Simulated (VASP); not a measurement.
Energy against volume of SnO (litharge). Level of theory: PBE GGA with D3 dispersion (zero damping), VASP's PBE PAW potentials (set 64) (plane waves; VASP). Numerical set-up: 520 eV cut-off, 6×6×5 Γ-centred mesh, Gaussian smearing of 0.050 eV, potentials Sn_d O.

Shape and ions are relaxed at each volume.

```json
[
 {"V (Å³/atom)": "17.394", "E (eV/atom)": "-5.80305"},
 {"V (Å³/atom)": "17.932", "E (eV/atom)": "-5.80484"},
 {"V (Å³/atom)": "18.470", "E (eV/atom)": "-5.80385"},
 {"V (Å³/atom)": "19.008", "E (eV/atom)": "-5.80067"}
]
```

Q: Fit these four points and predict the energy of the run at 16.856 Å³/atom.

A: A cubic in V^(−2/3), the third-order Birch-Murnaghan form, passes through the four points with V0 = 17.99 Å³/atom and B0 = 27 GPa, and gives -5.7977 eV/atom there. The run gave -5.7980 eV/atom, -0.2 meV/atom from the fit; all five points give B0 = 26 GPa.

The compound is SnO in the litharge structure. It was relaxed first.
